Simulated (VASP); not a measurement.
OSZICAR of a VASP run on SiC (space group F-43m):

**OSZICAR**
```
       N       E                     dE             d eps       ncg     rms          rms(c)
DAV:   1    -0.281338724657E+00   -0.28134E+00   -0.43799E+03   592   0.868E+02
DAV:   2    -0.218523740909E+02   -0.21571E+02   -0.20589E+02   816   0.111E+02
DAV:   3    -0.222250821886E+02   -0.37271E+00   -0.37271E+00   648   0.174E+01
DAV:   4    -0.222259910492E+02   -0.90886E-03   -0.90886E-03   920   0.966E-01
DAV:   5    -0.222259916508E+02   -0.60156E-06   -0.60156E-06   648   0.152E-02    0.926E+00
DAV:   6    -0.190354876880E+02    0.31905E+01   -0.59294E+00   704   0.155E+01    0.536E+00
DAV:   7    -0.190047357931E+02    0.30752E-01   -0.73342E-01   768   0.575E+00    0.194E+00
DAV:   8    -0.189976151711E+02    0.71206E-02   -0.37192E-01   576   0.552E+00    0.148E+00
DAV:   9    -0.192056792530E+02   -0.20806E+00   -0.57057E-02   600   0.265E+00    0.561E-01
DAV:  10    -0.192100284291E+02   -0.43492E-02   -0.65317E-03   680   0.896E-01    0.287E-01
DAV:  11    -0.192227389313E+02   -0.12711E-01   -0.57223E-03   592   0.897E-01    0.479E-02
DAV:  12    -0.192208564749E+02    0.18825E-02   -0.20233E-03   608   0.445E-01    0.855E-02
DAV:  13    -0.192213505316E+02   -0.49406E-03   -0.36003E-04   592   0.144E-01    0.510E-02
DAV:  14    -0.192215076682E+02   -0.15714E-03   -0.10303E-04   624   0.116E-01    0.802E-03
DAV:  15    -0.192215290579E+02   -0.21390E-04   -0.26993E-06   800   0.199E-02    0.585E-03
DAV:  16    -0.192215229430E+02    0.61149E-05   -0.33093E-07   352   0.610E-03    0.340E-03
DAV:  17    -0.192215170262E+02    0.59168E-05   -0.12614E-06   296   0.795E-03    0.356E-03
DAV:  18    -0.192215130187E+02    0.40075E-05   -0.94090E-08   304   0.337E-03    0.693E-04
DAV:  19    -0.192215139216E+02   -0.90292E-06   -0.94642E-09   304   0.971E-04
   1 F= -.19221514E+02 E0= -.19221514E+02  d E =-.192215E+02
       N       E                     dE             d eps       ncg     rms          rms(c)
DAV:   1    -0.192215323178E+02   -0.19299E-04   -0.63863E-03   592   0.697E-01    0.933E-02
DAV:   2    -0.192214748951E+02    0.57423E-04   -0.43481E-04   744   0.144E-01    0.496E-02
DAV:   3    -0.192214923816E+02   -0.17486E-04   -0.45774E-05   576   0.727E-02    0.154E-02
DAV:   4    -0.192214708900E+02    0.21492E-04   -0.46992E-05   600   0.521E-02    0.101E-02
DAV:   5    -0.192214962846E+02   -0.25395E-04   -0.12794E-05   568   0.251E-02    0.569E-03
DAV:   6    -0.192214766940E+02    0.19591E-04   -0.13118E-06   576   0.145E-02    0.131E-03
DAV:   7    -0.192214960179E+02   -0.19324E-04   -0.11494E-06   560   0.147E-02    0.109E-03
DAV:   8    -0.192214909807E+02    0.50373E-05   -0.74396E-08   304   0.368E-03    0.201E-04
DAV:   9    -0.192214920865E+02   -0.11058E-05   -0.83398E-09   296   0.881E-04    0.734E-05
DAV:  10    -0.192214909013E+02    0.11852E-05   -0.12640E-09   288   0.477E-04    0.758E-05
DAV:  11    -0.192214911076E+02   -0.20635E-06   -0.27355E-10   304   0.220E-04
   2 F= -.19221491E+02 E0= -.19221491E+02  d E =0.228140E-04
       N       E                     dE             d eps       ncg     rms          rms(c)
DAV:   1    -0.192216064696E+02   -0.11557E-03   -0.17862E-03   592   0.370E-01    0.493E-02
DAV:   2    -0.192215962376E+02    0.10232E-04   -0.12031E-04   736   0.759E-02    0.262E-02
DAV:   3    -0.192215869817E+02    0.92558E-05   -0.12678E-05   560   0.383E-02    0.811E-03
DAV:   4    -0.192215987574E+02   -0.11776E-04   -0.12960E-05   584   0.275E-02    0.534E-03
DAV:   5    -0.192215925189E+02    0.62385E-05   -0.35214E-06   520   0.132E-02    0.294E-03
DAV:   6    -0.192216017870E+02   -0.92681E-05   -0.34687E-07   280   0.748E-03    0.545E-04
DAV:   7    -0.192215926415E+02    0.91455E-05   -0.31760E-07   280   0.732E-03    0.637E-04
DAV:   8    -0.192215952168E+02   -0.25753E-05   -0.19846E-08   280   0.153E-03    0.260E-04
DAV:   9    -0.192215949569E+02    0.25995E-06   -0.31034E-09   280   0.615E-04
   3 F= -.19221595E+02 E0= -.19221595E+02  d E =-.810353E-04
```

Task: Which electronic solver shows in the log?

Result: It is blocked Davidson (ALGO = Normal, or the opening steps of other solvers). The INCAR had ALGO = Normal.

Task: Can the final energy be trusted as converged?

Result: The calculation finished and met its thresholds. It stopped with EDIFF = 1E-6, NELM = 100, NSW = 60 and EDIFFG = -0.01 after 3 ionic steps (r2SCAN+rVV10, plane waves, VASP's PBE PAW potentials (set 64)).

The structure comes from a measured SiC entry (F-43m) of the Crystallography Open Database, whose conditions weren't checked. This run relaxes it. Symmetry was kept, so distortions that lower it aren't found.
